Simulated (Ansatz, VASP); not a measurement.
# Ti: VASP beside Ansatz, part 2 of 2

One calculation is typed for both programs; each brings its own data sets. How far apart do they land? The structure shown is the end of the Ansatz relaxation below.

VASP 6.6.1 and Ansatz 0.2.0.

So far. Step 3 (VASP: single point, PBEsol, pair 1): The run ends at a pressure of -0.21 GPa.

## Step 6: VASP: single point, PBEsol, pair 2

Level of this step: PBEsol; plane waves and PAW (Ti_sv) (VASP).

The same cell, functional, mesh and smearing now go to VASP, with its own data sets.

Input file INCAR:

```
SYSTEM = Ti
PREC = Accurate
ENCUT = 500
EDIFF = 1E-06
NELM = 120
ISMEAR = -1
SIGMA = 0.05
LREAL = .FALSE.
ALGO = Normal
GGA = PS
NBANDS = 18
LASPH = .TRUE.
LORBIT = 11
LWAVE = .FALSE.
LCHARG = .FALSE.
ISIF = 2
GGA_COMPAT = .FALSE.
KPAR = 2
```

Input file POSCAR:

```
Ti
1.0
    3.2415737900      0.0000000000      0.0000000000
    0.0000000000      3.2415737900      0.0000000000
    0.0000000000      0.0000000000      3.1318499109
Ti
2
Direct
    0.0000000000      0.0000000000      0.0000000000
    0.5000000000      0.5000000000      0.5000000000
```

Input file KPOINTS:

```
Automatic mesh
0
Gamma
13 13 14
0 0 0
```

The projector-augmented-wave data sets are Ti_sv (PBE family, release 64).

Command:

```console
mpirun -np 2 vasp_std
```

Numbers of over 12 decimals in the logs are rounded to 6 here.

Log:

```text
[banner, memory and clock lines left out]
running    2 mpi-ranks, on    1 nodes
[...]
[... a notice as in an earlier step ...]

 LDA part: xc-table for (Slater+PW92), standard interpolation
 POSCAR, INCAR and KPOINTS ok, starting setup
[...]
entering main loop
       N       E                     dE             d eps       ncg     rms          rms(c)
DAV:   1     0.246265719329E+03    0.24627E+03   -0.12539E+04  8064   0.161E+03
DAV:   2     0.552126223978E+01   -0.24074E+03   -0.23757E+03  8188   0.446E+02
DAV:   3    -0.178406519872E+02   -0.23362E+02   -0.22957E+02 15110   0.121E+02
DAV:   4    -0.185975654325E+02   -0.75691E+00   -0.75596E+00  9556   0.211E+01
[...]
DAV:  11    -0.164904867129E+02    0.10097E-04   -0.19121E-04 11054   0.114E-01    0.251E-02
DAV:  12    -0.164904819556E+02    0.47573E-05   -0.15634E-05  9368   0.363E-02    0.661E-03
DAV:  13    -0.164904809822E+02    0.97341E-06   -0.21230E-06  7270   0.902E-03
   1 F= -.16490481E+02 E0= -.16472678E+02  d E =-.356062E-01
```

OUTCAR, selected parts (step 6):

```text
  Total        0.1300936      0.1300936     -0.0455383      0.0000000      0.0000000      0.0000000
  in kB        6.3336450      6.3336450     -2.2170454      0.0000000      0.0000000      0.0000000
  external PRESSURE =       3.4834148 kB  Pullay stress =       0.0000000 kB

 POSITION                                       TOTAL-FORCE (eV/Angst)
 -----------------------------------------------------------------------------------
      0.00000      0.00000      0.00000         0.000000     -0.000000     -0.000000
      1.62079      1.62079      1.56592        -0.000000      0.000000      0.000000
 -----------------------------------------------------------------------------------
    total drift:                                0.000000      0.000000     -0.000000

  FREE ENERGIE OF THE ION-ELECTRON SYSTEM (eV)
  ---------------------------------------------------
  free  energy   TOTEN  =       -16.4904809822 eV

  energy  without entropy=      -16.4548747899  energy(sigma->0) =      -16.47267789

[... 3 further parts left out ...]
[key lines of the parts left out:]
E-fermi :   8.5322
```

The run ends at a pressure of 0.35 GPa.

## Step 7: Comparison

Both answers:

| quantity | Ansatz | VASP | difference |
| --- | --- | --- | --- |
| pressure (GPa) | 0.58 | 0.35 | +0.23 |

## Step 8: Ansatz: relaxation, PBEsol

This run makes the geometry at which the two programs are then compared. The cell compared in this pair holds 32.67 Å³, against 32.91 Å³ for the pair before.

The structure compared here is the end of the Ansatz relaxation.

Input file input.yaml:

```yaml
crystal:
  lattice:
    - [3.27366858, 0.0, 0.0]
    - [0.0, 3.27366858, 0.0]
    - [0.0, 0.0, 3.170965252]
  atoms:
    - { symbol: Ti, position: [0.0, 0.0, 0.0] }
    - { symbol: Ti, position: [0.5, 0.5, 0.5] }
kpoints:
  mp_grid: { grid: [13, 13, 14] }
scf:
  occupations: { method: fermi_dirac, width: 0.05 }
hamiltonian:
  xc: pbesol
  pseudopotentials: { kind: paw, azcp: { folder: soft_1 }, xc_functional: pbe }
basis:
  ecutwfc: 600
output:
  forces: true
  stress: true
  write_density: true
  write_potential: true
  elf: true
  volumetric_format: npy
relax:
  f_tol: 0.005
  max_steps: 70
  cell: { stress_tol: 0.02, p_target: 0, fix: [a, b, alpha, beta, gamma] }
```

Command:

```console
ansatz run input.yaml --threads 4 --pin off --max-ram 10240MiB --backend cpu --events-out ev --progress --plain --runs-dir out
```

Log:

```text
[...]
Crystal: 2 atoms, lattice volume = 33.983 Å³
Basis set: ecut = 600 eV, 1141 PW (Γ), exchange–correlation on 54×54×54 points (8 copies of the dense FFT grid, shifted against one another)
Bands: 16, of which v1, the nominal top of the filled ones, is band 12 counted from 1 (11 counted from 0)
Symmetry: 32 space group operations
[...]
k-points: 224 of 2366
[...]
k-point 223: bands = [... 8 lower, 13.0560, 13.0560, 13.1317, 13.1317, 13.5071, 13.5071, 17.1318, 17.1318]
--- Relaxed structure (4 steps of the walk, 4 accepted, 1 SCFs on fresh bases) ---
[...]
cell:  # Å, volume = 32.6661 Å³
    - [3.27366858, 0, 0.0]
    - [0, 3.27366858, 0.0]
    - [0.0, 0.0, 3.048093]
  atoms:
    - { symbol: Ti, position: [0.0, 0.0, 0.0] }
    - { symbol: Ti, position: [0.5, 0.5, 0.5] }
[key lines of the parts left out:]
SCF converged after 8 iterations
Free energy (F): -4947.621435 eV
Fermi energy:    13.897363 eV
P = ⅓ Tr σ = 1.5124 GPa (15.124 kbar)
```

## Step 9: VASP: single point, PBEsol, pair 3

The same cell, functional, mesh and smearing now go to VASP, with its own data sets.

INCAR is that of step 6.

Input file POSCAR:

```
Ti
1.0
    3.2736685800      0.0000000000      0.0000000000
    0.0000000000      3.2736685800      0.0000000000
    0.0000000000      0.0000000000      3.0480931493
Ti
2
Direct
    0.0000000000      0.0000000000      0.0000000000
    0.5000000000      0.5000000000      0.5000000000
```

KPOINTS is that of step 6.

Command:

```console
mpirun -np 2 vasp_std
```

Log:

```text
[... set-up lines as in an earlier step ...]
 entering main loop
       N       E                     dE             d eps       ncg     rms          rms(c)
DAV:   1     0.247721404714E+03    0.24772E+03   -0.12562E+04  8072   0.162E+03
DAV:   2     0.558745254559E+01   -0.24213E+03   -0.23886E+03  8198   0.448E+02
DAV:   3    -0.177795328347E+02   -0.23367E+02   -0.23002E+02 15048   0.122E+02
DAV:   4    -0.185702128574E+02   -0.79068E+00   -0.78888E+00  9582   0.215E+01
[...]
DAV:  11    -0.164970970147E+02    0.11249E-05   -0.20393E-04 11066   0.117E-01    0.252E-02
DAV:  12    -0.164970914014E+02    0.56133E-05   -0.15705E-05  9808   0.365E-02    0.433E-03
DAV:  13    -0.164970908788E+02    0.52259E-06   -0.14912E-06  6556   0.817E-03
   1 F= -.16497091E+02 E0= -.16479637E+02  d E =-.349073E-01
```

OUTCAR, selected parts (step 9):

```text
  Total        0.4111422      0.4111422     -0.0555806      0.0000000      0.0000000      0.0000000
  in kB       20.1653116     20.1653116     -2.7260638      0.0000000      0.0000000      0.0000000
  external PRESSURE =      12.5348531 kB  Pullay stress =       0.0000000 kB

 POSITION                                       TOTAL-FORCE (eV/Angst)
 -----------------------------------------------------------------------------------
      0.00000      0.00000      0.00000         0.000000      0.000000      0.000000
      1.63683      1.63683      1.52405        -0.000000     -0.000000     -0.000000
 -----------------------------------------------------------------------------------
    total drift:                                0.000000      0.000000     -0.000000

  FREE ENERGIE OF THE ION-ELECTRON SYSTEM (eV)
  ---------------------------------------------------
  free  energy   TOTEN  =       -16.4970908788 eV

  energy  without entropy=      -16.4621836122  energy(sigma->0) =      -16.47963725

[... 1 part as in an earlier step ...]

[... 2 further parts left out ...]
[key lines of the parts left out:]
E-fermi :   8.6268
```

The run ends at a pressure of 1.25 GPa.

## Step 10: Comparison

Compared:

| quantity | Ansatz | VASP | difference |
| --- | --- | --- | --- |
| pressure (GPa) | 1.51 | 1.25 | +0.26 |

## Step 11: Outcome

| Quantity | Value |
| --- | --- |
| difference in pressure (single point, PBEsol, pair 1) | 0.22 GPa |
| difference in pressure (single point, PBEsol, pair 2) | 0.23 GPa |
| difference in pressure (single point, PBEsol, pair 3) | 0.26 GPa |

What this shows: The difference in pressure is 0.26 GPa (single point, PBEsol, pair 3), within the 1 GPa picked in this series as the mark of a large difference. 4 further runs of this series are not shown here. How closely two codes agree says nothing of how well the functional describes the real material.

[Lines on the potential files, build, host, timing and source positions are cut from VASP's logs without a mark.]

[Logs are printed without paths, hosts, clocks, repeated set-up lines and the standing remarks that a program may print on its own settings, such as how far it seeks lower states.]

[Hosts, paths, dates, database ids (printed as entryN), source tags and the programs' standing remarks are cut or masked in the printed files.]
